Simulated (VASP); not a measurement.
Energy against volume of Li (bcc). Method: RPBE GGA, VASP's PBE PAW potentials (set 64) (plane waves; VASP). Run with 520 eV cut-off, 15×15×15 Γ-centred mesh, first-order Methfessel-Paxton smearing of 0.10 eV, potentials Li_sv.

| V (Å³/atom) | E (eV/atom) |
|---|---|
| 20.295 | -1.80893 |
| 20.923 | -1.81015 |
| 21.550 | -1.80980 |
| 22.178 | -1.80805 |

Q: Fit these four points and predict the energy of the run at 19.667 Å³/atom.

A: A cubic in V^(−2/3), the third-order Birch-Murnaghan form, passes through the four points with V0 = 21.09 Å³/atom and B0 = 13 GPa, and gives -1.8059 eV/atom there. The run gave -1.8059 eV/atom, +0.0 meV/atom from the fit; all five points give B0 = 13 GPa.

The compound is Li in the bcc structure. It was relaxed first.
